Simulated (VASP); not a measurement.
Data:

```
CELL_PARAMETERS angstrom
      0.00000     2.11208     2.11208
      2.11208     0.00000     2.11208
      2.11208     2.11208     0.00000
ATOMIC_POSITIONS crystal
  Ag 0.00000 0.00000 0.00000
```

Level of theory: r2SCAN meta-GGA, VASP's PBE PAW potentials (set 64) (plane waves; VASP). Settings: 480 eV cut-off, 14×14×14 Γ-centred mesh, first-order Methfessel-Paxton smearing of 0.10 eV, potentials Ag.

Problem. Give the stress tensor in GPa (positive for a compressed cell).

Solution. 
```
-6.79   0.00   0.00
 0.00  -6.79   0.00
 0.00   0.00  -6.79
```
The pressure is its mean diagonal, -6.79 GPa.

The compound is Ag in the fcc structure. This cell was strained or had an atom moved on purpose.
